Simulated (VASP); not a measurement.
Energy against volume of NaCl (rock salt). Method: PW91 GGA, VASP's PBE PAW potentials (set 64) (plane waves; VASP 6.6.1).

```
V (Å³/atom)  E (eV/atom)
-----------  -----------
21.602          -3.40860
22.291          -3.41445
22.981          -3.41663
23.670          -3.41571
24.360          -3.41216
```

Fit a third-order Birch-Murnaghan equation of state.

```yaml
volume_per_atom: 23.10 Å³/atom
bulk_modulus: 23.4 GPa
pressure_derivative_of_the_bulk_modulus: 4.60
lattice_constant_a: 5.696 Å
```

The compound is NaCl in the rock salt structure. It was relaxed first.
